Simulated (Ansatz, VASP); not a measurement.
**Cross-check of C between VASP and Ansatz**

Aim: how closely do two programs agree when they are given the same cell, functional and k mesh? The cell is taken from a series of runs on this material, whose earlier steps may have relaxed, scaled, displaced or heated it; both programs get it as it stands.

Main program and level: Ansatz 0.2.0; plane waves, with VASP 6.6.1 beside it; single point at HSE06.

### 1. Set-up

Symmetry: I4_1/amd, No. 141, tetragonal system. The conventional cell has a = 2.437 Å, b = 2.437 Å, c = 3.582 Å, α = 90.00°, β = 90.00°, γ = 90.00°. C has 4 C at 1.51 Å nearest.

As a file:

```xyz
4
Lattice="2.4375 0.0000 0.0000 0.0000 2.4375 0.0000 0.0000 0.0000 3.5823" Properties=species:S:1:pos:R:3 pbc="T T T"
C     0.0000    0.0000    1.7912
C     1.2187    0.0000    2.6868
C     1.2187    1.2187    0.0000
C     0.0000    1.2187    0.8956
```

### 2. VASP: single point, HSE06

A single point gives forces, pressure and levels at one fixed geometry, so differences don't come from the geometry; what else differs is listed under the comparison.

Lines of VASP's logs that name or quote its potential files are left out, and so is its time.

The run reads the wave functions of an earlier VASP run, which isn't shown here.

Input file INCAR:

```
SYSTEM = C
PREC = Accurate
ENCUT = 520
EDIFF = 1E-06
NELM = 100
ISMEAR = -1
SIGMA = 0.02
LREAL = .FALSE.
ALGO = Normal
LHFCALC = .TRUE.
AEXX = 0.25
GGA = PE
HFSCREEN = 0.208
LASPH = .TRUE.
NBANDS = 14
PRECFOCK = Fast
LORBIT = 11
LWAVE = .FALSE.
LCHARG = .FALSE.
KPAR = 8
ISIF = 2
```

Input file POSCAR:

```
C
1.0
    2.4374800200      0.0000000000      0.0000000000
    0.0000000000      2.4374800200      0.0000000000
    0.0000000000      0.0000000000      3.5823407230
C
4
Direct
    0.0000000000      0.0000000000      0.5000000000
    0.5000000000      0.0000000000      0.7500000000
    0.5000000000      0.5000000000      0.0000000000
    0.0000000000      0.5000000000      0.2500000000
```

Input file KPOINTS:

```
Automatic mesh
0
Gamma
7 7 5
0 0 0
```

PAW data sets: C (PBE family, release 64).

Command:

```bash
mpirun -np 8 vasp_std
```

Numbers of over 12 decimals in the logs are rounded to 6 here.

Log:

```text
[banner, memory and clock lines left out]
running    8 mpi-ranks, on    1 nodes
 distrk:  each k-point on    1 cores,    8 groups
 distr:  one band on    1 cores,    1 groups

 POSCAR found type information on POSCAR C
 POSCAR found :  1 types and       4 ions
|                                                                             |
|           W    W    AA    RRRRR   N    N  II  N    N   GGGG   !!!           |
|           W    W   A  A   R    R  NN   N  II  NN   N  G    G  !!!           |
|           W    W  A    A  R    R  N N  N  II  N N  N  G       !!!           |
|           W WW W  AAAAAA  RRRRR   N  N N  II  N  N N  G  GGG   !            |
|           WW  WW  A    A  R   R   N   NN  II  N   NN  G    G                |
|           W    W  A    A  R    R  N    N  II  N    N   GGGG   !!!           |
|                                                                             |
|     For optimal performance we recommend to set                             |
|       NCORE = 2 up to number-of-cores-per-socket                            |
|     NCORE specifies how many cores store one orbital (NPAR=cpu/NCORE).      |
|     This setting can greatly improve the performance of VASP for DFT.       |
|     The default, NCORE=1 might be grossly inefficient on modern             |
|     multi-core architectures or massively parallel machines. Do your        |
|     Unfortunately you need to use the default for GW and RPA                |
|     calculations (for HF NCORE is supported but not extensively tested      |
|     yet).                                                                   |
|                                                                             |

 LDA part: xc-table for (Slater+PW92), standard interpolation
 found WAVECAR, reading the header
 POSCAR, INCAR and KPOINTS ok, starting setup
 FFT: planning ... GRIDC
 FFT: planning ... GRID_SOFT
 FFT: planning ... GRID
 reading WAVECAR
 the WAVECAR file was read successfully
 initial charge from wavefunction
 entering main loop
       N       E                     dE             d eps       ncg     rms          rms(c)
DAV:   1    -0.419538461306E+02   -0.41954E+02   -0.47501E-01   948   0.588E+00    0.102E+00
DAV:   2    -0.419555150542E+02   -0.16689E-02   -0.73628E-03  1008   0.701E-01    0.637E-01
DAV:   3    -0.419544823278E+02    0.10327E-02   -0.51369E-04  1014   0.199E-01    0.348E-01
DAV:   4    -0.419541886029E+02    0.29372E-03   -0.19934E-04  1002   0.123E-01    0.187E-01
DAV:   5    -0.419541074410E+02    0.81162E-04   -0.53602E-05  1020   0.649E-02    0.997E-02
DAV:   6    -0.419540851725E+02    0.22269E-04   -0.12786E-05  1038   0.323E-02    0.541E-02
DAV:   7    -0.419540786647E+02    0.65078E-05   -0.31322E-06  1032   0.163E-02    0.296E-02
DAV:   8    -0.419540767583E+02    0.19064E-05   -0.78016E-07   642   0.850E-03    0.165E-02
DAV:   9    -0.419540761923E+02    0.56596E-06   -0.31667E-07   600   0.594E-03
   1 F= -.41954076E+02 E0= -.41954076E+02  d E =-.101626E-11
```

From OUTCAR (step 2):

```text
ion  position               nearest neighbor table
   1  0.000  0.000  0.500-   2 1.51   4 1.51   4 1.51   2 1.51
   2  0.500  0.000  0.750-   1 1.51   3 1.51   3 1.51   1 1.51
   3  0.500  0.500  0.000-   2 1.51   4 1.51   2 1.51   4 1.51
   4  0.000  0.500  0.250-   1 1.51   3 1.51   1 1.51   3 1.51

  LATTYP: Found a simple tetragonal cell.
 ALAT       =     2.4374800200
 C/A-ratio  =     1.4696902923

 Subroutine GETGRP returns: Found 16 space group operations
 (whereof  8 operations were pure point group operations)

The static configuration has the point symmetry D_2d.
 The point group associated with its full space group is D_4h.

 Found     30 irreducible k-points:

   k-points           NKPTS =     30   k-points in BZ     NKDIM =    245   number of bands    NBANDS=     14

   dimension x,y,z NGX =    18 NGY =   18 NGZ =   28
   dimension x,y,z NGXF=    36 NGYF=   36 NGZF=   56

   ENCUT  =  520.0 eV  38.22 Ry    6.18 a.u.   4.53  4.53  6.66*2*pi/ulx,y,z

   NELECT =      16.0000    total number of electrons

 k-points in reciprocal lattice and weights: Automatic mesh
   0.00000000  0.00000000  0.00000000       0.004
   0.14285714  0.00000000  0.00000000       0.016
   0.28571429  0.00000000  0.00000000       0.016
   0.42857143  0.00000000  0.00000000       0.016
   0.14285714  0.14285714  0.00000000       0.016
   0.28571429  0.14285714  0.00000000       0.033
   0.42857143  0.14285714  0.00000000       0.033
   0.28571429  0.28571429  0.00000000       0.016
   0.42857143  0.28571429  0.00000000       0.033
[...]
0.42857143  0.28571429  0.40000000       0.065
   0.42857143  0.42857143  0.40000000       0.033

  exchange ACFDT corr.  =         0.00000000  see jH, gK, PRB 81, 115126

 average (electrostatic) potential at core
       1 -40.6848       2 -40.6848       3 -40.6848       4 -40.6848

 E-fermi :  10.7278

 k-point     1 :       0.0000    0.0000    0.0000
  band No.  band energies     occupation
    ...
      4       3.1897      2.00000
      5       3.1897      2.00000
      6       9.6093      2.00000
      7      10.2726      2.00000
      8      10.2726      2.00000
      9      16.7568      0.00000
     10      16.7568      0.00000
     11      17.0638      0.00000
     12      17.0638      0.00000
     13      17.5711      0.00000
    ...

 k-point     2 :       0.1429    0.0000    0.0000
  band No.  band energies     occupation
    ...
      4       1.2618      2.00000
      5       3.5546      2.00000
      6       8.1695      2.00000
      7       8.1706      2.00000
      8      10.0370      2.00000
      9      17.0937      0.00000
     10      17.5186      0.00000
     11      18.0249      0.00000
     12      19.2315      0.00000
     13      19.5593      0.00000
    ...

 k-point     3 :       0.2857    0.0000    0.0000
  band No.  band energies     occupation
    ...
      4      -1.0608      2.00000
      5       4.5969      2.00000
      6       4.6117      2.00000
      7       5.2503      2.00000
      8       9.2403      2.00000
      9      18.0815      0.00000
     10      18.8506      0.00000
     11      20.0687      0.00000
     12      21.1397      0.00000
     13      25.1914      0.00000
    ...

  Total        5.1361435      5.1361435     -0.4520796      0.0000000     -0.0000000      0.0000000
  in kB      386.6328124    386.6328124    -34.0311387      0.0000000     -0.0000000      0.0000000
  external PRESSURE =     246.4114954 kB  Pullay stress =       0.0000000 kB

  energy-cutoff  :      520.00
  volume of cell :       21.28
      direct lattice vectors                 reciprocal lattice vectors
     2.437480020  0.000000000  0.000000000     0.410259773  0.000000000  0.000000000
     0.000000000  2.437480020  0.000000000     0.000000000  0.410259773  0.000000000
     0.000000000  0.000000000  3.582340723     0.000000000  0.000000000  0.279147093

 POSITION                                       TOTAL-FORCE (eV/Angst)
 -----------------------------------------------------------------------------------
      0.00000      0.00000      1.79117         0.000000      0.000000      0.000000
      1.21874      0.00000      2.68676         0.000000     -0.000000      0.000000
      1.21874      1.21874      0.00000         0.000000      0.000000      0.000000
      0.00000      1.21874      0.89559        -0.000000     -0.000000      0.000000
 -----------------------------------------------------------------------------------
    total drift:                               -0.000000     -0.000000      0.000000

  FREE ENERGIE OF THE ION-ELECTRON SYSTEM (eV)
  ---------------------------------------------------
  free  energy   TOTEN  =       -41.9540761923 eV

  energy  without entropy=      -41.9540761923  energy(sigma->0) =      -41.95407619

 total charge
# of ion       s       p       d       tot
------------------------------------------
    1        0.846   1.810   0.000   2.656
    2        0.846   1.810   0.000   2.656
    3        0.846   1.810   0.000   2.656
    4        0.846   1.810   0.000   2.656
--------------------------------------------------
tot          3.384   7.242   0.000  10.626

[... 3 further parts left out ...]
```

The run ends at a pressure of 24.64 GPa.

(Part 1 of 2 ends here.)

[Lines on the potential files, build, host, timing and source positions are cut from VASP's logs without a mark.]

[Logs are printed without paths, hosts, clocks, repeated set-up lines and the standing remarks that a program may print on its own settings, such as how far it seeks lower states.]

[Hosts, paths, dates, database ids (printed as entryN), source tags and the programs' standing remarks are cut or masked in the printed files.]
